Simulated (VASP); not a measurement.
Method: r2SCAN meta-GGA, VASP's PBE PAW potentials (set 64) (plane waves; VASP).

Input for VASP

**KPOINTS**
```
Automatic mesh
0
Gamma
17 17 17
0 0 0
```

INCAR:
```
SYSTEM=V
PREC=Accurate; ENCUT=520; LREAL=.FALSE.
LASPH=.TRUE.
EDIFF=1E-7; NELM=100; ALGO=Normal
LMAXMIX=4; LMIXTAU=.TRUE.
ISMEAR=1; SIGMA=0.1
METAGGA=R2SCAN
ISIF=2
LWAVE=.FALSE.; LCHARG=.FALSE.
```

### POSCAR
```
V
1
   -1.5210971184     1.5210971184     1.5210971184
    1.5210971184    -1.5210971184     1.5210971184
    1.5210971184     1.5210971184    -1.5210971184
V
1
Direct
  0.0000000000   0.0000000000   0.0000000000
```

POTCAR, in this order: V_sv (PBE.64 set). Program: vasp_std.

What VASP printed:

File OUTCAR:
```
 ion  position               nearest neighbor table
   1  0.000  0.000  0.000-
  LATTYP: Found a body centered cubic cell.
 ALAT       =     3.0421942368
 Subroutine PRICEL returns:
 Original cell was already a primitive cell.
 Subroutine GETGRP returns: Found 48 space group operations
The static configuration has the point symmetry O_h .
The dynamic configuration has the point symmetry O_h .
 Subroutine INISYM returns: Found 48 space group operations
 Subroutine IBZKPT returns following result:
 Found    165 irreducible k-points:

 Following reciprocal coordinates:
            Coordinates               Weight
  0.000000  0.000000  0.000000      1.000000
  0.058824  0.000000  0.000000     12.000000
  0.117647  0.000000  0.000000     12.000000
  0.176471  0.000000  0.000000     12.000000
  0.235294  0.000000  0.000000     12.000000
  0.294118  0.000000  0.000000     12.000000
  0.352941  0.000000  0.000000     12.000000
  0.411765  0.000000  0.000000     12.000000
  0.470588  0.000000  0.000000     12.000000
  0.058824  0.058824  0.000000     24.000000
  0.117647  0.058824  0.000000     48.000000
  0.176471  0.058824 -0.000000     48.000000
  0.235294  0.058824  0.000000     48.000000
  0.294118  0.058824 -0.000000     48.000000
  0.352941  0.058824 -0.000000     48.000000
  0.411765  0.058824  0.000000     48.000000
  0.470588  0.058824  0.000000     24.000000
  0.117647  0.117647  0.000000     24.000000
  0.176471  0.117647  0.000000     48.000000
  0.235294  0.117647 -0.000000     48.000000
  0.294118  0.117647 -0.000000     48.000000
  0.352941  0.117647 -0.000000     48.000000
  0.411765  0.117647  0.000000     48.000000
  0.176471  0.176471  0.000000     24.000000
  0.235294  0.176471  0.000000     48.000000
...
```

### OSZICAR
```
       N       E                     dE             d eps       ncg     rms          rms(c)
DAV:   1     0.831054647882E+02    0.83105E+02   -0.75074E+03  3300   0.144E+03
DAV:   2    -0.173113548652E+02   -0.10042E+03   -0.98415E+02  3378   0.383E+02
DAV:   3    -0.189404156881E+02   -0.16291E+01   -0.16009E+01  3514   0.577E+01
DAV:   4    -0.189533888190E+02   -0.12973E-01   -0.12849E-01  3344   0.517E+00
DAV:   5    -0.189535310301E+02   -0.14221E-03   -0.14221E-03  3454   0.569E-01    0.214E+01
DAV:   6    -0.138043949504E+02    0.51491E+01   -0.14846E+01  3314   0.620E+01    0.402E+00
DAV:   7    -0.141208159218E+02   -0.31642E+00   -0.13085E+00  3300   0.167E+01    0.196E+00
DAV:   8    -0.140886557185E+02    0.32160E-01   -0.19700E-01  3304   0.655E+00    0.741E-01
DAV:   9    -0.141124004642E+02   -0.23745E-01   -0.26223E-02  3302   0.241E+00    0.839E-01
DAV:  10    -0.141028751114E+02    0.95254E-02   -0.31270E-02  3304   0.260E+00    0.950E-02
DAV:  11    -0.141044516437E+02   -0.15765E-02   -0.92401E-04  3308   0.475E-01    0.129E-01
DAV:  12    -0.141044548582E+02   -0.32146E-05   -0.68632E-04  3306   0.405E-01    0.355E-02
DAV:  13    -0.141043043708E+02    0.15049E-03   -0.62025E-05  3328   0.956E-02    0.122E-02
DAV:  14    -0.141042902564E+02    0.14114E-04   -0.47653E-06  3348   0.277E-02    0.362E-03
DAV:  15    -0.141042834012E+02    0.68551E-05   -0.10414E-06  3304   0.135E-02    0.818E-04
DAV:  16    -0.141042863702E+02   -0.29690E-05   -0.53749E-08  1658   0.313E-03    0.529E-04
DAV:  17    -0.141042855899E+02    0.78024E-06   -0.81008E-09  1650   0.148E-03    0.732E-05
DAV:  18    -0.141042864646E+02   -0.87466E-06   -0.15213E-09  1650   0.725E-04    0.675E-05
DAV:  19    -0.141042859304E+02    0.53422E-06   -0.37574E-10  1650   0.351E-04    0.298E-05
DAV:  20    -0.141042860746E+02   -0.14423E-06   -0.92835E-11  1650   0.167E-04    0.105E-05
DAV:  21    -0.141042860747E+02   -0.72305E-10   -0.88841E-12  1650   0.654E-05
   1 F= -.14104286E+02 E0= -.14104423E+02  d E =0.409796E-03
```

### OUTCAR
```
------------------------ aborting loop because EDIFF is reached ----------------------------------------
  FORCE on cell =-STRESS in cart. coord.  units (eV):
  Direction    XX          YY          ZZ          XY          YZ          ZX
  --------------------------------------------------------------------------------------
  Total       -0.8514671     -0.8514671     -0.8514671      0.0000000     -0.0000000      0.0000000
  in kB      -96.9053275    -96.9053275    -96.9053275      0.0000000     -0.0000000      0.0000000
  external PRESSURE =     -96.9053275 kB  Pullay stress =       0.0000000 kB
  volume of cell :       14.08
      direct lattice vectors                 reciprocal lattice vectors
    -1.521097118  1.521097118  1.521097118     0.000000000  0.328710109  0.328710109
     1.521097118 -1.521097118  1.521097118     0.328710109  0.000000000  0.328710109
     1.521097118  1.521097118 -1.521097118     0.328710109  0.328710109  0.000000000
 POSITION                                       TOTAL-FORCE (eV/Angst)
 -----------------------------------------------------------------------------------
      0.00000      0.00000      0.00000         0.000000      0.000000     -0.000000
 -----------------------------------------------------------------------------------
    total drift:                               -0.000000     -0.000000      0.000000
  FREE ENERGIE OF THE ION-ELECTRON SYSTEM (eV)
  ---------------------------------------------------
  free  energy   TOTEN  =       -14.1042860747 eV

  energy  without entropy=      -14.1046958703  energy(sigma->0) =      -14.10442267
```
(Selected blocks of OUTCAR.)

The compound is V in the bcc structure. This cell is one point of a volume scan, at 1.06 of the reference volume. The run is not spin-polarised, so no magnetic state was tried.
